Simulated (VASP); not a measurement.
A run of VASP 6.6.1 is set up as follows.

File INCAR:

```
  PREC = Accurate
  ENCUT = 520
  EDIFF = 1E-7
  ISMEAR = 0
  SIGMA = 0.1
  LREAL = F
  LASPH = T
  NELM = 120
  ALGO = Normal
  ISIF = 3
  LWAVE = F
  LCHARG = F
  ISPIN = 2
  MAGMOM = 1 1 0 0.6 0
  LORBIT = 11
  LMAXMIX = 4
  GGA = PE
  IBRION = 2
  NSW = 60
  EDIFFG = -0.005
  POTIM = 0.3
  KPAR = 4
```

KPOINTS

```
Automatic mesh
0
Gamma
  12 12 4
```

Contents of POSCAR:

```
NiMoIrPdW                               
1.0
    2.7677358898      0.0000000000     -0.0000000000
   -1.3838679499      2.3969295914      0.0000000000
    0.0000000000      0.0000000000     11.0216009808
  Ni              Mo              Pd              Ir              W             
     1     1     1     1     1
Direct
     0.3333333300000021    0.6666666699999979    0.5971861729697375
     0.0000000000000000    0.0000000000000000    0.4107462694243365
     0.6666666699999979    0.3333333300000021    0.7950351267645729
     0.6666666699999979    0.3333333300000021    0.1997876993673967
     0.3333333300000021    0.6666666699999979    0.9971538314739526
```

Potentials or basis: VASP PAW PBE potentials, release 64 (Ni, Mo_sv, Pd, Ir, W_sv).

Run with:

```console
$ cat potpaw_PBE.64/Ni/POTCAR potpaw_PBE.64/Mo_sv/POTCAR potpaw_PBE.64/Pd/POTCAR potpaw_PBE.64/Ir/POTCAR potpaw_PBE.64/W_sv/POTCAR > POTCAR
$ mpirun -np 4 vasp_std > vasp.out
```

Q: What does it give for the band gap on the k mesh?

A: None (metal or under the smearing width).

Q: Estimate the net moment.

A: 0.00 μB per cell.

Final structure:
```cif
data_structure
_symmetry_space_group_name_H-M 'P 1'
_symmetry_Int_Tables_number 1
_cell_length_a 2.7676
_cell_length_b 2.7676
_cell_length_c 11.0225
_cell_angle_alpha 90.000
_cell_angle_beta 90.000
_cell_angle_gamma 120.000
_cell_volume 73.12
loop_
_atom_site_label
_atom_site_type_symbol
_atom_site_fract_x
_atom_site_fract_y
_atom_site_fract_z
_atom_site_occupancy
Ni1 Ni 0.33333 0.66667 0.59718 1
Mo1 Mo 0.00000 0.00000 0.41074 1
Pd1 Pd 0.66667 0.33333 0.79504 1
Ir1 Ir 0.66667 0.33333 0.19978 1
W1 W 0.33333 0.66667 0.99717 1
```

Spin-orbit coupling is left out, which matters for the levels of Ir, W.
